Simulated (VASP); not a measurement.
Method: PBEsol GGA, VASP's PBE PAW potentials (set 64) (plane waves; VASP 6.6.1).

A VASP calculation is set up with these files.

### POSCAR
```
Mg
1
    1.5955127804    -2.7635096455     0.0000000000
    1.5955127804     2.7635096455     0.0000000000
    0.0000000000     0.0000000000     5.0915719809
Mg
2
Direct
  0.3333330000   0.6666670000   0.2500000000
  0.6666670000   0.3333330000   0.7500000000
```

KPOINTS:
```
Automatic mesh
0
Gamma
12 12 7
0 0 0
```

**INCAR**
```
SYSTEM  =  Mg
ISIF  =  2
IBRION  =  1   ! quasi-Newton
ALGO  =  Normal
EDIFF  =  1E-8   ! SCF stop (eV)
LREAL  =  F
LCHARG  =  F
LWAVE  =  F
GGA  =  PS   ! PBEsol
PREC  =  Accurate
NSW  =  30   ! most ionic steps
NELM  =  100
LASPH  =  T
SIGMA  =  0.1
EDIFFG  =  -0.001
ENCUT  =  400   ! plane-wave cut-off (eV)
ISMEAR  =  1
```

POTCAR, in this order: Mg (PBE.64 set). Program: vasp_std.

Output

File OSZICAR:
```
       N       E                     dE             d eps       ncg     rms          rms(c)
DAV:   1    -0.704393222516E+00   -0.70439E+00   -0.11364E+03   912   0.387E+02
DAV:   2    -0.345327529122E+01   -0.27489E+01   -0.26839E+01  1242   0.277E+01
DAV:   3    -0.346897060088E+01   -0.15695E-01   -0.15698E-01  1290   0.293E+00
DAV:   4    -0.346901991021E+01   -0.49309E-04   -0.49309E-04  1230   0.131E-01
DAV:   5    -0.346902024554E+01   -0.33533E-06   -0.33539E-06  1296   0.800E-03    0.967E-01
DAV:   6    -0.345850941732E+01    0.10511E-01   -0.53152E-04  1086   0.217E-01    0.615E-01
DAV:   7    -0.344895979539E+01    0.95496E-02   -0.22491E-03   990   0.395E-01    0.313E-02
DAV:   8    -0.344896458088E+01   -0.47855E-05   -0.13642E-05  1464   0.320E-02    0.636E-03
DAV:   9    -0.344896420207E+01    0.37881E-06   -0.95850E-07  1104   0.616E-03    0.593E-04
DAV:  10    -0.344896406918E+01    0.13289E-06   -0.33168E-09  1326   0.457E-04    0.103E-04
DAV:  11    -0.344896406708E+01    0.21019E-08   -0.13274E-10   732   0.111E-04
   1 F= -.34489641E+01 E0= -.34491107E+01  d E =-.344896E+01
```

**OUTCAR**
```
------------------------ aborting loop because EDIFF is reached ----------------------------------------
  FORCE on cell =-STRESS in cart. coord.  units (eV):
  Direction    XX          YY          ZZ          XY          YZ          ZX
  --------------------------------------------------------------------------------------
  Total        0.0136234      0.0136234      0.0008793      0.0000000      0.0000000      0.0000000
  in kB        0.4861313      0.4861315      0.0313768      0.0000000      0.0000000      0.0000000
  external PRESSURE =       0.3345465 kB  Pullay stress =       0.0000000 kB
  volume of cell :       44.90
      direct lattice vectors                 reciprocal lattice vectors
     1.595512780 -2.763509646  0.000000000     0.313378875 -0.180929349  0.000000000
     1.595512780  2.763509646  0.000000000     0.313378875  0.180929349  0.000000000
     0.000000000  0.000000000  5.091571981     0.000000000  0.000000000  0.196402998
 POSITION                                       TOTAL-FORCE (eV/Angst)
 -----------------------------------------------------------------------------------
      1.59551      0.92117      1.27289         0.000000     -0.000000      0.000000
      1.59551     -0.92117      3.81868        -0.000000      0.000000      0.000000
 -----------------------------------------------------------------------------------
    total drift:                               -0.000000     -0.000006      0.000001
  FREE ENERGIE OF THE ION-ELECTRON SYSTEM (eV)
  ---------------------------------------------------
  free  energy   TOTEN  =        -3.4489640671 eV

  energy  without entropy=       -3.4494038276  energy(sigma->0) =       -3.44911065

 reached required accuracy - stopping structural energy minimisation
```
(Selected blocks of OUTCAR.)

The compound is Mg in the hcp structure. It was relaxed first. The start is the result of an earlier pass.
